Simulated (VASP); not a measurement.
OSZICAR of a VASP run on HfCo (space group P1):

OSZICAR:
```
       N       E                     dE             d eps       ncg     rms          rms(c)
DAV:   1     0.509121519572E+02    0.50912E+02   -0.67563E+03  6744   0.871E+02
DAV:   2    -0.183905193348E+02   -0.69303E+02   -0.65579E+02  7945   0.226E+02
DAV:   3    -0.204893294804E+02   -0.20988E+01   -0.20628E+01  8302   0.371E+01
DAV:   4    -0.205215123122E+02   -0.32183E-01   -0.32169E-01  7774   0.505E+00
DAV:   5    -0.205224480927E+02   -0.93578E-03   -0.93568E-03  8353   0.819E-01    0.706E+01
DAV:   6    -0.295236152318E+02   -0.90012E+01   -0.47954E+01  7069   0.110E+02    0.296E+01
DAV:   7    -0.215788142866E+02    0.79448E+01   -0.42400E+01  8036   0.925E+01    0.456E+01
DAV:   8    -0.197350336401E+02    0.18438E+01   -0.14999E+01  7697   0.495E+01    0.102E+01
DAV:   9    -0.191973852954E+02    0.53765E+00   -0.63128E-01  8472   0.114E+01    0.608E+00
DAV:  10    -0.191153781412E+02    0.82007E-01   -0.73533E-02  9241   0.195E+00    0.499E+00
DAV:  11    -0.190196857881E+02    0.95692E-01   -0.18134E-01  9533   0.413E+00    0.153E+00
DAV:  12    -0.190207407799E+02   -0.10550E-02   -0.23717E-02  8161   0.157E+00    0.119E+00
DAV:  13    -0.190199919330E+02    0.74885E-03   -0.37933E-03  9566   0.672E-01    0.644E-01
DAV:  14    -0.190199867392E+02    0.51939E-05   -0.71557E-04  9021   0.310E-01    0.144E-01
DAV:  15    -0.190200497650E+02   -0.63026E-04   -0.90621E-05  9601   0.944E-02    0.781E-02
DAV:  16    -0.190200554323E+02   -0.56673E-05   -0.15513E-04  8940   0.124E-01    0.458E-02
DAV:  17    -0.190200529312E+02    0.25011E-05   -0.24589E-05  8213   0.534E-02    0.219E-02
DAV:  18    -0.190200530925E+02   -0.16128E-06   -0.84055E-07  4364   0.917E-03
   1 F= -.19020053E+02 E0= -.19015667E+02  d E =-.877241E-02  mag=    -0.0005
```

Q: Which electronic solver shows in the log?

A: It is blocked Davidson (ALGO = Normal, or the opening steps of other solvers). The INCAR had ALGO = Normal.

Q: How was spin treated?

A: Collinear spin (ISPIN = 2): the summary line carries one mag value, 0.00 μB in the cell.

Q: Can the final energy be trusted as converged?

A: The run converged. It stopped with EDIFF = 1E-6, NELM = 100 (PBEsol GGA, plane waves, VASP's PBE PAW potentials (set 64)).  The run has a spin-polarised start.

The structure comes from a computed database's HfCo entry; how it stands against other phases isn't given here. The cell was not relaxed at this level, atoms are displaced from their ideal sites. The k-mesh is coarse (spacing up to 0.33 per Å, 2π included), so the numbers may not be converged in it. The run is one of a series of settings (GGA = PS, POTCAR Hf_pv Co (PBE.64 set) against the base run), some of them coarse on purpose.
